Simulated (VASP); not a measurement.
An input for Ansatz (written as the equivalent of a VASP run, and not itself run):

Ansatz 0.2 input:
```yaml
crystal:
  lattice:
    - [0.0000000, 2.4020979, 2.4020979]
    - [2.4020979, 0.0000000, 2.4020979]
    - [2.4020979, 2.4020979, 0.0000000]
  atoms:
    - { symbol: Li, position: [0.0000000, 0.0000000, 0.0000000] }
    - { symbol: Cl, position: [0.5000000, 0.5000000, 0.5000000] }
kpoints:
  mp_grid: { grid: [9, 9, 9] }
hamiltonian:
  xc: lda
  pseudopotentials: { kind: paw }
scf:
  occupations: { method: gaussian, width: 0.05 }
  max_iter: 100
relax:
  max_steps: 40
  f_tol: 0.02
  cell: { p_target: 5 }
output: { forces: true, stress: true, eigenvalues: true }
```

**Question.** Translate this input to VASP (INCAR, KPOINTS, POSCAR, choice of POTCAR).

**Answer.** One answer among several that fit: 
### POSCAR
```
LiCl
1.0
  0.0000000000   2.4020978936   2.4020978936
  2.4020978936   0.0000000000   2.4020978936
  2.4020978936   2.4020978936   0.0000000000
Li Cl
1 1
Cartesian
  0.0000000000   0.0000000000   0.0000000000
  2.4020978936   2.4020978936   2.4020978936
```

### KPOINTS
```
Automatic mesh
0
gamma
 9 9 9
0 0 0
```

INCAR:
```
SYSTEM=LiCl
PREC=Accurate; ENCUT=620; LREAL=F
LASPH=T
EDIFF=1E-6; NELM=100; ALGO=Normal
ISMEAR=0; SIGMA=0.05
IBRION=2; NSW=40; ISIF=3
EDIFFG=-0.02; PSTRESS=50
LWAVE=F; LCHARG=F
```

POTCAR, in this order: Li_sv Cl (LDA.64 set). Program: vasp_std.

The two are equivalent in intent, not identical: each code has its own PAW files, so the cut-off isn't converted (ENCUT is set for VASP's; basis.ecutwfc is left out, and Ansatz then takes the one that its files recommend); Ansatz stops its SCF on the density residual and VASP on the energy change (EDIFF); Ansatz's lda is the Perdew-Wang form, while the LDA potentials of VASP carry Perdew-Zunger's.

The compound is LiCl in the rock salt structure. It was relaxed first under an external pressure of 5 GPa.
